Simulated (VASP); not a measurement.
Method: PW91 GGA, VASP's PBE PAW potentials (set 64) (plane waves; VASP).

The input files of a VASP run:

KPOINTS:
```
Automatic mesh
0
Gamma
9 9 9
0 0 0
```

File POSCAR:
```
BAs
1
    0.0000000000     2.4566717982     2.4566717982
    2.4566717982     0.0000000000     2.4566717982
    2.4566717982     2.4566717982     0.0000000000
B As
1 1
Direct
  0.0000000000   0.0000000000   0.0000000000
  0.2500000000   0.2500000000   0.2500000000
```

INCAR:
```
# general
SYSTEM  = BAs
PREC    = Accurate
ENCUT   = 520
LREAL   = .False.
LASPH   = .True.

# electronic loop
EDIFF   = 1E-7
NELM    = 100
ALGO    = Normal
LMAXMIX = 4

# smearing
ISMEAR  = 0
SIGMA   = 0.05

# functional
GGA     = 91

# ions
ISIF    = 2

# output
LWAVE   = .False.
LCHARG  = .False.
```

POTCAR, in this order: B As (PBE.64 set). Program: vasp_std.

Task: Predict the energy per atom (σ→0), pressure.

Result: 
- energy per atom (σ→0): -5.694 eV/atom
- pressure: -67.9 kbar

File OSZICAR:
```
...
DAV:   7    -0.113937990624E+02    0.44115E-01   -0.14744E-01   792   0.237E+00    0.891E-01
DAV:   8    -0.113872562746E+02    0.65428E-02   -0.21374E-02   624   0.987E-01    0.102E-01
DAV:   9    -0.113874878680E+02   -0.23159E-03   -0.59362E-04   648   0.185E-01    0.558E-02
DAV:  10    -0.113876267742E+02   -0.13891E-03   -0.23359E-04   608   0.110E-01    0.145E-02
DAV:  11    -0.113876325857E+02   -0.58115E-05   -0.83733E-06   872   0.238E-02    0.118E-02
DAV:  12    -0.113876323605E+02    0.22514E-06   -0.20707E-06   568   0.931E-03    0.165E-03
DAV:  13    -0.113876323967E+02   -0.36201E-07   -0.55938E-08   392   0.214E-03
   1 F= -.11387632E+02 E0= -.11387632E+02  d E =-.448628E-17
```

The compound is BAs in the zinc blende structure. This cell is one point of a volume scan, at 1.06 of the reference volume.
